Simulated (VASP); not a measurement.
These are PBE GGA with D3 dispersion (Becke-Johnson damping), VASP's PBE PAW potentials (set 64) (plane waves; VASP) values and carry that method's errors.

The input files of a VASP run:

### POSCAR
```
La
1.0
  1.8319343803  -3.1730036313   0.0000000000
  1.8319343803   3.1730036313   0.0000000000
  0.0000000000   0.0000000000  11.9105092142
La
4
Cartesian
  1.8319343803   3.1730036313   5.9552546071
  1.8319343803   3.1730036313   0.0000000000
  1.8319343803   1.0576699924   2.9776273035
  1.8319343803  -1.0576699924   8.9328819106
```

File KPOINTS:
```
Regular mesh
0
Gamma
 9 9 3
```

**INCAR**
```
! general
SYSTEM   =  La
PREC     =  Accurate
ENCUT    =  520
LREAL    =  .False.   ! projection in real space or not
LASPH    =  .True.

! electronic loop
EDIFF    =  1E-6
NELM     =  100   ! most electronic steps
ALGO     =  Normal   ! blocked Davidson
LMAXMIX  =  6

! smearing
ISMEAR   =  1
SIGMA    =  0.1   ! width (eV)

! functional
GGA      =  PE   ! PBE
IVDW     =  12

! ions
IBRION   =  2   ! conjugate gradients
NSW      =  60   ! most ionic steps
ISIF     =  3   ! ions, shape and volume
EDIFFG   =  -0.02   ! ionic stop

! output
LWAVE    =  .False.
LCHARG   =  .False.
```

POTCAR, in this order: La (PBE.64 set). Program: vasp_std.

The run wrote:

### OSZICAR
```
       N       E                     dE             d eps       ncg     rms          rms(c)
DAV:   1     0.571134083143E+03    0.57113E+03   -0.14988E+04  1264   0.235E+03
DAV:   2     0.116049096523E+03   -0.45508E+03   -0.44952E+03  1936   0.456E+02
DAV:   3    -0.275856202267E+01   -0.11881E+03   -0.11799E+03  2298   0.284E+02
DAV:   4    -0.173359079797E+02   -0.14577E+02   -0.14319E+02  2304   0.100E+02
DAV:   5    -0.192471086617E+02   -0.19112E+01   -0.18773E+01  2440   0.338E+01    0.539E+00
DAV:   6    -0.194352197892E+02   -0.18811E+00   -0.24070E+00  2408   0.114E+01    0.272E+00
DAV:   7    -0.194571089615E+02   -0.21889E-01   -0.37773E-01  2376   0.457E+00    0.681E-01
DAV:   8    -0.194660969622E+02   -0.89880E-02   -0.59134E-02  2424   0.173E+00    0.249E-01
DAV:   9    -0.194683630825E+02   -0.22661E-02   -0.95427E-03  2360   0.634E-01    0.180E-01
DAV:  10    -0.194703983030E+02   -0.20352E-02   -0.79447E-03  1992   0.645E-01    0.539E-02
DAV:  11    -0.194703594617E+02    0.38841E-04   -0.75745E-04  2376   0.254E-01    0.346E-02
DAV:  12    -0.194703363734E+02    0.23088E-04   -0.11533E-04  2304   0.756E-02    0.207E-02
DAV:  13    -0.194703479999E+02   -0.11627E-04   -0.42013E-05  2240   0.568E-02    0.362E-03
DAV:  14    -0.194703451963E+02    0.28036E-05   -0.31421E-06  1328   0.179E-02    0.348E-03
DAV:  15    -0.194703449311E+02    0.26519E-06   -0.10998E-06  1216   0.191E-02
   1 F= -.21232459E+02 E0= -.21230737E+02  d E =-.212325E+02
       N       E                     dE             d eps       ncg     rms          rms(c)
DAV:   1    -0.194866228895E+02   -0.16278E-01   -0.15958E+00  2042   0.218E+01    0.744E-01
DAV:   2    -0.194683813297E+02    0.18242E-01   -0.69384E-02  2156   0.300E+00    0.373E-01
DAV:   3    -0.194625611600E+02    0.58202E-02   -0.34848E-02  2256   0.186E+00    0.986E-02
DAV:   4    -0.194626017886E+02   -0.40629E-04   -0.23938E-03  2256   0.455E-01    0.539E-02
DAV:   5    -0.194626643401E+02   -0.62551E-04   -0.20432E-04  2464   0.131E-01    0.327E-02
DAV:   6    -0.194626744434E+02   -0.10103E-04   -0.75400E-05  2192   0.777E-02    0.592E-03
DAV:   7    -0.194626764611E+02   -0.20177E-05   -0.78315E-06  1520   0.266E-02    0.276E-03
DAV:   8    -0.194626757877E+02    0.67343E-06   -0.79162E-07   998   0.193E-02
   2 F= -.21236591E+02 E0= -.21235279E+02  d E =-.413193E-02
       N       E                     dE             d eps       ncg     rms          rms(c)
DAV:   1    -0.194659724816E+02   -0.32960E-02   -0.68161E-01  2034   0.142E+01    0.487E-01
DAV:   2    -0.194581937792E+02    0.77787E-02   -0.29828E-02  2126   0.198E+00    0.244E-01
DAV:   3    -0.194557062016E+02    0.24876E-02   -0.14887E-02  2256   0.122E+00    0.644E-02
DAV:   4    -0.194557303240E+02   -0.24122E-04   -0.10176E-03  2256   0.296E-01    0.353E-02
DAV:   5    -0.194557586405E+02   -0.28316E-04   -0.83620E-05  2312   0.810E-02    0.213E-02
DAV:   6    -0.194557659813E+02   -0.73409E-05   -0.30992E-05  2094   0.513E-02    0.422E-03
DAV:   7    -0.194557673882E+02   -0.14069E-05   -0.32883E-06  1352   0.203E-02    0.168E-03
DAV:   8    -0.194557669442E+02    0.44402E-06   -0.37958E-07   852   0.170E-02
   3 F= -.21237489E+02 E0= -.21236525E+02  d E =-.502976E-02
       N       E                     dE             d eps       ncg     rms          rms(c)
DAV:   1    -0.194551476015E+02    0.61979E-03   -0.56067E-03  2056   0.128E+00    0.445E-02
DAV:   2    -0.194550802927E+02    0.67309E-04   -0.24747E-04  2206   0.184E-01    0.221E-02
DAV:   3    -0.194550599050E+02    0.20388E-04   -0.12153E-04  2272   0.109E-01    0.585E-03
DAV:   4    -0.194550610089E+02   -0.11039E-05   -0.69440E-06  1422   0.268E-02    0.316E-03
DAV:   5    -0.194550619493E+02   -0.94043E-06   -0.69092E-07   810   0.184E-02
   4 F= -.21237496E+02 E0= -.21236567E+02  d E =-.503663E-02
       N       E                     dE             d eps       ncg     rms          rms(c)
DAV:   1    -0.194619784928E+02   -0.69175E-02   -0.82128E-02  2004   0.378E+00    0.219E-01
DAV:   2    -0.194603633919E+02    0.16151E-02   -0.61692E-03  2030   0.904E-01    0.995E-02
DAV:   3    -0.194599467094E+02    0.41668E-03   -0.26118E-03  2136   0.446E-01    0.229E-02
DAV:   4    -0.194599416438E+02    0.50656E-05   -0.19464E-04  2198   0.139E-01    0.108E-02
DAV:   5    -0.194599415359E+02    0.10788E-06   -0.19960E-05  1976   0.348E-02    0.837E-03
DAV:   6    -0.194599390563E+02    0.24797E-05   -0.64653E-06  1506   0.297E-02    0.280E-03
DAV:   7    -0.194599380982E+02    0.95802E-06   -0.13609E-06  1062   0.255E-02
   5 F= -.21237629E+02 E0= -.21236798E+02  d E =-.133281E-03
```

**OUTCAR**
```
------------------------ aborting loop because EDIFF is reached ----------------------------------------
 Edisp (eV)   -1.77769
  FORCE on cell =-STRESS in cart. coord.  units (eV):
  Direction    XX          YY          ZZ          XY          YZ          ZX
  --------------------------------------------------------------------------------------
  Total       0.01028     0.01028     0.00246     0.00000     0.00000     0.00000
  in kB       0.11992     0.11992     0.02874     0.00000     0.00000     0.00000
  external pressure =        0.09 kB  Pullay stress =        0.00 kB
  volume of cell :      137.31
      direct lattice vectors                 reciprocal lattice vectors
     1.837216182 -3.182151983 -0.000000000     0.272150880 -0.157126373  0.000000000
     1.837216182  3.182151983 -0.000000000     0.272150880  0.157126373  0.000000000
    -0.000000000 -0.000000000 11.743117075     0.000000000  0.000000000  0.085156266
 POSITION                                       TOTAL-FORCE (eV/Angst)
 -----------------------------------------------------------------------------------
     -0.00000     -0.00000      5.87156         0.000000      0.000000     -0.000000
      0.00000     -0.00000      0.00000         0.000000      0.000000     -0.000000
      1.83722      1.06072      2.93578        -0.000000      0.000000      0.000000
      1.83722     -1.06072      8.80734        -0.000000     -0.000000      0.000000
 -----------------------------------------------------------------------------------
    total drift:                                0.000000      0.000000      0.000000
  FREE ENERGIE OF THE ION-ELECTRON SYSTEM (eV)
  ---------------------------------------------------
  free  energy   TOTEN  =       -21.2376288720 eV

  energy  without entropy=      -21.2351350059  energy(sigma->0) =      -21.23679758

 reached required accuracy - stopping structural energy minimisation
```
(Selected blocks of OUTCAR.)

CONTCAR:
```
La
   1.00000000000000
     1.8372161824681825   -3.1821519828166500   -0.0000000000000000
     1.8372161824681825    3.1821519828166500   -0.0000000000000000
    -0.0000000000000000   -0.0000000000000000   11.7431170749525204
  La
     4
Direct
     0.0000000000000000    0.0000000000000000    0.5000000000000000
     0.0000000000000000    0.0000000000000000    0.0000000000000000
     0.3333330000000032    0.6666669999999968    0.2500000000000000
     0.6666669999999968    0.3333330000000032    0.7500000000000000
```

The compound is La in the dhcp structure. This run relaxes it. Symmetry was kept, so distortions that lower it aren't found. The start is the result of an earlier pass.
